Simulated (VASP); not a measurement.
Given:

```
CELL_PARAMETERS angstrom
      0.00000     3.21576     3.21576
      3.21576     0.00000     3.21576
      3.21576     3.21576     0.00000
ATOMIC_POSITIONS crystal
  Sn 0.00000 0.00000 0.00000
  Te 0.50000 0.50000 0.50000
```

Computed with rev-vdW-DF2, VASP's PBE PAW potentials (set 64) (plane waves; VASP). Numerical set-up: 520 eV cut-off, 7×7×7 Γ-centred mesh, Gaussian smearing of 0.050 eV, potentials Sn_d Te.

Predict the energy per atom (σ→0), pressure.

| Quantity | Result |
|---|---|
| energy per atom (σ→0) | -1.552 eV/atom |
| pressure | -1.19 GPa |

The compound is SnTe in the rock salt structure, which distorts at low temperature. This cell is one point of a volume scan, at 1.03 of the reference volume.
